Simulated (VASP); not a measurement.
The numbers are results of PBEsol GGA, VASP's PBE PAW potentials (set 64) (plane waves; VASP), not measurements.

Input for VASP

File POSCAR:
```
SnSe2
12.9172780
  0.2961741630   0.0000000000   0.0000000000
 -0.1480870815   0.2564943636   0.0000000000
  0.0000000000   0.0000000000   0.5000000000
Sn Se
1 2
Cart
  0.0000000000   0.0000000000   0.0000000000
  0.1480872296   0.0854980357   0.3785500000
 -0.0000001481   0.1709963279   0.1214500000
```

### INCAR
```
# general
SYSTEM   =  SnSe2
PREC     =  Accurate
ENCUT    =  300
LREAL    =  F
LASPH    =  T

# electronic loop
EDIFF    =  1E-6
NELM     =  100
ALGO     =  Normal
LMAXMIX  =  4

# smearing
ISMEAR   =  0
SIGMA    =  0.01

# functional
GGA      =  PS

# ions
ISIF     =  2

# output
LWAVE    =  F
LCHARG   =  F
```

KPOINTS:
```
Automatic mesh
0
Gamma
7 7 4
0 0 0
```

POTCAR, in this order: Sn_d Se (PBE.64 set). Program: vasp_std.

What VASP printed:

### OUTCAR
```
 ion  position               nearest neighbor table
   1  0.000  0.000  0.000-   2 2.71   3 2.71   2 2.71   3 2.71   2 2.71   3 2.71
   2  0.667  0.333  0.757-   1 2.71   1 2.71   1 2.71
   3  0.333  0.667  0.243-   1 2.71   1 2.71   1 2.71
  LATTYP: Found a hexagonal cell.
 ALAT       =     3.8257640000
 C/A-ratio  =     1.6881958741
 Subroutine PRICEL returns:
 Original cell was already a primitive cell.
 Subroutine GETGRP returns: Found 12 space group operations
The static configuration has the point symmetry D_3d.
The dynamic configuration has the point symmetry D_3d.
 Subroutine INISYM returns: Found 12 space group operations
 Subroutine IBZKPT returns following result:
 Found     28 irreducible k-points:

 Following reciprocal coordinates:
            Coordinates               Weight
  0.000000  0.000000  0.000000      1.000000
  0.142857  0.000000  0.000000      6.000000
  0.285714  0.000000  0.000000      6.000000
  0.428571  0.000000  0.000000      6.000000
  0.142857  0.142857  0.000000      6.000000
  0.285714  0.142857  0.000000     12.000000
  0.428571  0.142857  0.000000      6.000000
...
```

File OSZICAR:
```
       N       E                     dE             d eps       ncg     rms          rms(c)
DAV:   1     0.155096360957E+03    0.15510E+03   -0.94051E+03   960   0.119E+03
DAV:   2     0.203443751968E+01   -0.15306E+03   -0.15037E+03  1063   0.304E+02
DAV:   3    -0.128642186146E+02   -0.14899E+02   -0.14512E+02  1187   0.100E+02
DAV:   4    -0.132330282069E+02   -0.36881E+00   -0.36853E+00  1154   0.170E+01
DAV:   5    -0.132412644481E+02   -0.82362E-02   -0.82358E-02  1416   0.238E+00    0.494E+00
DAV:   6    -0.129942573696E+02    0.24701E+00   -0.55500E-01  1405   0.860E+00    0.315E+00
DAV:   7    -0.129656389210E+02    0.28618E-01   -0.14699E-01  1194   0.290E+00    0.877E-01
DAV:   8    -0.129635539162E+02    0.20850E-02   -0.11393E-02  1178   0.111E+00    0.247E-01
DAV:   9    -0.129636026211E+02   -0.48705E-04   -0.10659E-03  1091   0.245E-01    0.716E-02
DAV:  10    -0.129636087835E+02   -0.61624E-05   -0.96106E-05  1332   0.696E-02    0.269E-02
DAV:  11    -0.129636240723E+02   -0.15289E-04   -0.28796E-05  1094   0.309E-02    0.632E-03
DAV:  12    -0.129636242362E+02   -0.16390E-06   -0.11193E-06  1025   0.872E-03
   1 F= -.12963624E+02 E0= -.12963624E+02  d E =-.130011E-18
```

OUTCAR:
```
------------------------ aborting loop because EDIFF is reached ----------------------------------------
  FORCE on cell =-STRESS in cart. coord.  units (eV):
  Direction    XX          YY          ZZ          XY          YZ          ZX
  --------------------------------------------------------------------------------------
  Total       -0.1255910     -0.1255910      0.1764937     -0.0000000      0.0000000      0.0000000
  in kB       -2.4578826     -2.4578829      3.4540756     -0.0000000      0.0000000      0.0000000
  external PRESSURE =      -0.4872300 kB  Pullay stress =       0.0000000 kB
  volume of cell :       81.87
      direct lattice vectors                 reciprocal lattice vectors
     3.825764000  0.000000000  0.000000000     0.261385700  0.150911096  0.000000000
    -1.912882000  3.313209000  0.000000000     0.000000000  0.301822191  0.000000000
     0.000000000  0.000000000  6.458639000     0.000000000  0.000000000  0.154831382
 POSITION                                       TOTAL-FORCE (eV/Angst)
 -----------------------------------------------------------------------------------
      0.00000      0.00000      0.00000         0.000000      0.000000      0.000000
      1.91288      1.10440      4.88984        -0.000000      0.000000     -0.172637
     -0.00000      2.20881      1.56880         0.000000     -0.000000      0.172637
 -----------------------------------------------------------------------------------
    total drift:                               -0.000000     -0.000000      0.000000
  FREE ENERGIE OF THE ION-ELECTRON SYSTEM (eV)
  ---------------------------------------------------
  free  energy   TOTEN  =       -12.9636242362 eV

  energy  without entropy=      -12.9636242362  energy(sigma->0) =      -12.96362424
```
(Selected blocks of OUTCAR.)

OUTCAR:
```
 val. band max:        3.4053488204   @ k =   0.1429   0.0000   0.2500

 cond. band min:       4.1651180384   @ k =   0.0000   0.4286   0.2500


 Fermi energy:         3.4643596492

 k-point     1 :       0.0000    0.0000    0.0000
  band No.  band energies     occupation
      1     -17.6371      2.00000
      2     -17.6371      2.00000
      3     -17.6001      2.00000
      4     -17.5870      2.00000
      5     -17.5870      2.00000
      6     -10.3088      2.00000
      7      -8.7412      2.00000
      8      -2.5613      2.00000
      9       2.8717      2.00000
     10       2.8717      2.00000
     11       3.1591      2.00000
     12       3.2049      2.00000
     13       3.2049      2.00000
     14       4.4338      0.00000
     15       6.3907      0.00000
     16       8.0170      0.00000
     17       8.0170      0.00000

 k-point     2 :       0.1429    0.0000    0.0000
  band No.  band energies     occupation
      1     -17.6460      2.00000
      2     -17.6301      2.00000
      3     -17.5955      2.00000
      4     -17.5908      2.00000
      5     -17.5860      2.00000
      6     -10.1113      2.00000
      7      -8.6121      2.00000
      8      -2.5529      2.00000
      9       1.2580      2.00000
     10       2.2228      2.00000
     11       2.2515      2.00000
     12       3.2035      2.00000
     13       3.3933      2.00000
     14       5.5372      0.00000
     15       7.0479      0.00000
     16       7.9520      0.00000
     17       8.3996      0.00000

 k-point     3 :       0.2857    0.0000    0.0000
  band No.  band energies     occupation
      1     -17.6689      2.00000
      2     -17.6194      2.00000
      3     -17.6028      2.00000
      4     -17.5785      2.00000
      5     -17.5783      2.00000
      6      -9.5645      2.00000
      7      -8.3312      2.00000
      8      -2.8544      2.00000
      9      -0.2331      2.00000
     10       0.9658      2.00000
     11       1.4948      2.00000
...
```

At this cut-off the stress carries a Pulay error, which pulls relaxed volumes low. Unless said otherwise, spin-orbit coupling is left out, though it shifts the bands of the heavy elements here.

The structure comes from a computed database's SnSe2 entry; how it stands against other phases isn't given here. The cell was not relaxed at this level. The run is one of a series of settings (GGA = PS against the base run), some of them coarse on purpose.
